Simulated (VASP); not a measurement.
Computed with MS2 meta-GGA, VASP's PBE PAW potentials (set 64) (plane waves; VASP).

The input files of a VASP run:

**POSCAR**
```
As
1.0
  3.5538166402  -1.8873685998  -0.0435111115
  3.5538166402   1.8873685998  -0.0435111115
  2.5897126271   0.0000000000   3.0801060098
As
2
Cartesian
  2.2247385700   0.0000000000   0.6866650945
  7.4726073375   0.0000000000   2.3064186923
```

INCAR:
```
ALGO=Normal
EDIFF=1E-6
EDIFFG=-0.01
ENCUT=520
IBRION=2
ISIF=3
ISMEAR=1
LASPH=.TRUE.
LCHARG=.FALSE.
LMAXMIX=4
LMIXTAU=.TRUE.
LREAL=.FALSE.
LWAVE=.FALSE.
METAGGA=MS2
NELM=100
NSW=60
PREC=Accurate
SIGMA=0.1
SYSTEM=As
```

KPOINTS:
```
Regular mesh
0
G
11 11 11
```

POTCAR, in this order: As (PBE.64 set). Program: vasp_std.

The resulting files:

File OUTCAR:
```
 ion  position               nearest neighbor table
   1  0.229  0.229  0.229-   2 2.52   2 2.52   2 2.52
   2  0.771  0.771  0.771-   1 2.52   1 2.52   1 2.52
  LATTYP: Found a trigonal (rhomboedric) cell.
 ALAT       =     4.0241354550
 COS(alpha) =     0.5600551080
 Subroutine PRICEL returns:
 Original cell was already a primitive cell.
 Subroutine GETGRP returns: Found 12 space group operations
The static configuration has the point symmetry D_3d.
The dynamic configuration has the point symmetry D_3d.
 Subroutine INISYM returns: Found 12 space group operations
 Subroutine IBZKPT returns following result:
 Found    146 irreducible k-points:

 Following reciprocal coordinates:
            Coordinates               Weight
  0.000000  0.000000  0.000000      1.000000
  0.090909  0.000000  0.000000      6.000000
  0.181818  0.000000 -0.000000      6.000000
  0.272727  0.000000 -0.000000      6.000000
  0.363636  0.000000  0.000000      6.000000
  0.454545  0.000000 -0.000000      6.000000
  0.090909  0.090909  0.000000      6.000000
  0.181818  0.090909 -0.000000     12.000000
...
```

### OSZICAR
```
       N       E                     dE             d eps       ncg     rms          rms(c)
DAV:   1     0.138729835789E+02    0.13873E+02   -0.39439E+03  2628   0.849E+02
DAV:   2    -0.195354215066E+02   -0.33408E+02   -0.32337E+02  3929   0.115E+02
DAV:   3    -0.204505120109E+02   -0.91509E+00   -0.91313E+00  3021   0.234E+01
DAV:   4    -0.204536627484E+02   -0.31507E-02   -0.31498E-02  3283   0.127E+00
DAV:   5    -0.204536657954E+02   -0.30470E-05   -0.30470E-05  2917   0.380E-02    0.437E+00
DAV:   6    -0.113796411621E+02    0.90740E+01   -0.50191E+00  2728   0.173E+01    0.196E+00
DAV:   7    -0.113674494124E+02    0.12192E-01   -0.33062E-02  3028   0.199E+00    0.124E+00
DAV:   8    -0.113849127780E+02   -0.17463E-01   -0.25413E-01  2659   0.448E+00    0.342E-01
DAV:   9    -0.113949244731E+02   -0.10012E-01   -0.28686E-02  2651   0.150E+00    0.125E-01
DAV:  10    -0.113925919586E+02    0.23325E-02   -0.12659E-02  2673   0.964E-01    0.183E-01
DAV:  11    -0.113949346748E+02   -0.23427E-02   -0.20736E-03  2701   0.550E-01    0.871E-02
DAV:  12    -0.113956380974E+02   -0.70342E-03   -0.12754E-03  2652   0.325E-01    0.210E-02
DAV:  13    -0.113956359051E+02    0.21923E-05   -0.62800E-04  2683   0.275E-01    0.171E-02
DAV:  14    -0.113957028357E+02   -0.66931E-04   -0.23024E-04  2668   0.159E-01    0.455E-03
DAV:  15    -0.113957169485E+02   -0.14113E-04   -0.85494E-05  2635   0.113E-01    0.287E-03
DAV:  16    -0.113957222722E+02   -0.53237E-05   -0.15954E-05  2648   0.533E-02    0.845E-04
DAV:  17    -0.113957225985E+02   -0.32622E-06   -0.11778E-06  2647   0.168E-02
   1 F= -.11395723E+02 E0= -.11395778E+02  d E =-.113957E+02
```

**OUTCAR**
```
------------------------ aborting loop because EDIFF is reached ----------------------------------------
  FORCE on cell =-STRESS in cart. coord.  units (eV):
  Direction    XX          YY          ZZ          XY          YZ          ZX
  --------------------------------------------------------------------------------------
  Total        0.0051557      0.0075836      0.0073523      0.0000000      0.0000000     -0.0007494
  in kB        0.1978788      0.2910648      0.2821874      0.0000000      0.0000000     -0.0287618
  external PRESSURE =       0.2570437 kB  Pullay stress =       0.0000000 kB
  volume of cell :       41.74
      direct lattice vectors                 reciprocal lattice vectors
     3.553816640 -1.887368600 -0.043511111     0.139260241 -0.264919105 -0.117088180
     3.553816640  1.887368600 -0.043511111     0.139260241  0.264919105 -0.117088180
     2.589712627  0.000000000  3.080106010     0.003934519  0.000000000  0.321356058
 POSITION                                       TOTAL-FORCE (eV/Angst)
 -----------------------------------------------------------------------------------
      2.22474      0.00000      0.68667        -0.008322      0.000000     -0.002568
      7.47261      0.00000      2.30642         0.008322      0.000000      0.002568
 -----------------------------------------------------------------------------------
    total drift:                                0.000000     -0.000000     -0.000000
  FREE ENERGIE OF THE ION-ELECTRON SYSTEM (eV)
  ---------------------------------------------------
  free  energy   TOTEN  =       -11.3957225985 eV

  energy  without entropy=      -11.3958874777  energy(sigma->0) =      -11.39577756

 reached required accuracy - stopping structural energy minimisation
```
(Selected blocks of OUTCAR.)

The compound is As in the a7 structure. It was relaxed first. The start is the result of an earlier pass.
